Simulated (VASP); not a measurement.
Level of theory: TPSS meta-GGA, VASP's PBE PAW potentials (set 64) (plane waves; VASP 6.6.1).

VASP ran on this input.

**KPOINTS**
```
Automatic mesh
0
Gamma
13 13 10
0 0 0
```

POSCAR:
```
FePt
1.0
  2.7390177993   0.0000000000   0.0000000000
  0.0000000000   2.7390177993   0.0000000000
  0.0000000000   0.0000000000   3.7707324290
Fe Pt
1 1
Cart
  0.0000000000   0.0000000000   0.0000000000
  1.3695088997   1.3695088997   1.8853662145
```

**INCAR**
```
ENCUT = 520
SYSTEM = FePt
SIGMA = 0.1
NSW = 30   ! most ionic steps
METAGGA = TPSS
ALGO = Normal
LMIXTAU = .True.
LORBIT = 10
MAGMOM = 2.9 0.3
LASPH = .True.   ! aspherical one-centre terms
ISMEAR = 1   ! Methfessel-Paxton
IBRION = 2
ISIF = 4   ! ions and shape, fixed volume
LMAXMIX = 6   ! l cut-off of mixed one-centre charges
NELM = 100
ISPIN = 2
LCHARG = .False.
PREC = Accurate
LREAL = .False.
EDIFFG = -0.01
EDIFF = 1E-7   ! SCF stop (eV)
LWAVE = .False.
```

POTCAR, in this order: Fe Pt (PBE.64 set). Program: vasp_std.

What VASP printed:

### OSZICAR
```
       N       E                     dE             d eps       ncg     rms          rms(c)
DAV:   1     0.116265698753E+03    0.11627E+03   -0.10334E+04 11066   0.167E+03
DAV:   2    -0.642163469866E+01   -0.12269E+03   -0.11085E+03 11284   0.332E+02
DAV:   3    -0.131737168849E+02   -0.67521E+01   -0.62947E+01 13206   0.991E+01
DAV:   4    -0.133550770642E+02   -0.18136E+00   -0.18080E+00 14039   0.176E+01
DAV:   5    -0.133608818359E+02   -0.58048E-02   -0.58044E-02 15276   0.289E+00    0.207E+01
DAV:   6    -0.233527043616E+02   -0.99918E+01   -0.19483E+01 11493   0.656E+01    0.136E+01
DAV:   7    -0.233958645035E+02   -0.43160E-01   -0.47330E+00 13986   0.588E+01    0.922E+00
DAV:   8    -0.229879551843E+02    0.40791E+00   -0.12767E+00 12087   0.259E+01    0.530E+00
DAV:   9    -0.230300718446E+02   -0.42117E-01   -0.67333E-02 12122   0.313E+00    0.155E+00
DAV:  10    -0.230340197117E+02   -0.39479E-02   -0.11853E-02 12832   0.117E+00    0.949E-01
DAV:  11    -0.230328279291E+02    0.11918E-02   -0.13302E-02 13488   0.168E+00    0.271E-01
DAV:  12    -0.230326346708E+02    0.19326E-03   -0.13738E-03 12956   0.950E-01    0.113E-01
DAV:  13    -0.230326875996E+02   -0.52929E-04   -0.67594E-05 13138   0.108E-01    0.442E-02
DAV:  14    -0.230326942052E+02   -0.66057E-05   -0.24957E-05 12393   0.492E-02    0.230E-02
DAV:  15    -0.230326987734E+02   -0.45682E-05   -0.74082E-06 14893   0.471E-02    0.658E-03
DAV:  16    -0.230326983765E+02    0.39692E-06   -0.41544E-07 11796   0.691E-03    0.273E-03
DAV:  17    -0.230326983129E+02    0.63607E-07   -0.77595E-08  5796   0.332E-03
   1 F= -.23032698E+02 E0= -.23032365E+02  d E =-.230327E+02  mag=     3.3432
       N       E                     dE             d eps       ncg     rms          rms(c)
DAV:   1    -0.230327728279E+02   -0.74451E-04   -0.36315E-03 11340   0.496E-01    0.509E-02
DAV:   2    -0.230327466696E+02    0.26158E-04   -0.16970E-04 13602   0.310E-01    0.597E-02
DAV:   3    -0.230327251892E+02    0.21480E-04   -0.88902E-05 12826   0.257E-01    0.283E-02
DAV:   4    -0.230327193660E+02    0.58232E-05   -0.14925E-05 12924   0.434E-02    0.111E-02
DAV:   5    -0.230327186692E+02    0.69679E-06   -0.13200E-06 13956   0.204E-02    0.396E-03
DAV:   6    -0.230327186449E+02    0.24322E-07   -0.99279E-08  7493   0.319E-03
   2 F= -.23032719E+02 E0= -.23032393E+02  d E =-.203320E-04  mag=     3.3403
```

File OUTCAR:
```
------------------------ aborting loop because EDIFF is reached ----------------------------------------
  FORCE on cell =-STRESS in cart. coord.  units (eV):
  Direction    XX          YY          ZZ          XY          YZ          ZX
  --------------------------------------------------------------------------------------
  Total       -1.0932656     -1.0932656     -1.0737849      0.0000000      0.0000000      0.0000000
  in kB      -61.9185580    -61.9185580    -60.8152454      0.0000000      0.0000000      0.0000000
  external PRESSURE =     -61.5507871 kB  Pullay stress =       0.0000000 kB
  volume of cell :       28.29
      direct lattice vectors                 reciprocal lattice vectors
     2.738050147  0.000000000  0.000000000     0.365223406 -0.000000000  0.000000000
     0.000000000  2.738050147  0.000000000     0.000000000  0.365223406  0.000000000
    -0.000000000  0.000000000  3.773398124    -0.000000000 -0.000000000  0.265013117
 POSITION                                       TOTAL-FORCE (eV/Angst)
 -----------------------------------------------------------------------------------
      0.00000      0.00000      0.00000         0.000000      0.000000      0.000000
      1.36903      1.36903      1.88670        -0.000000      0.000000      0.000000
 -----------------------------------------------------------------------------------
    total drift:                               -0.000000      0.000000      0.000000
  FREE ENERGIE OF THE ION-ELECTRON SYSTEM (eV)
  ---------------------------------------------------
  free  energy   TOTEN  =       -23.0327186449 eV

  energy  without entropy=      -23.0317418406  energy(sigma->0) =      -23.03239304

 total charge

# of ion       s       p       d       tot
------------------------------------------
    1        0.397   0.433   6.076   6.906
    2        0.725   0.644   8.041   9.409
--------------------------------------------------
tot          1.122   1.077  14.117  16.316

 magnetization (x)

# of ion       s       p       d       tot
------------------------------------------
    1        0.002  -0.009   2.993   2.986
    2       -0.030  -0.070   0.414   0.314
--------------------------------------------------
tot         -0.028  -0.079   3.407   3.300

 reached required accuracy - stopping structural energy minimisation
```
(Selected blocks of OUTCAR.)

**CONTCAR**
```
FePt
   1.00000000000000
     2.7380501469163985    0.0000000000000000    0.0000000000000000
     0.0000000000000000    2.7380501469163985    0.0000000000000000
    -0.0000000000000000    0.0000000000000000    3.7733981237678620
  Fe              Pt
     1     1
Direct
     0.0000000000000000    0.0000000000000000    0.0000000000000000
     0.5000000000000000    0.5000000000000000    0.5000000000000000
```

The compound is FePt in the L1_0 structure. This cell is one point of a volume scan, at 1.03 of the reference volume. Symmetry was kept, so distortions that lower it aren't found.
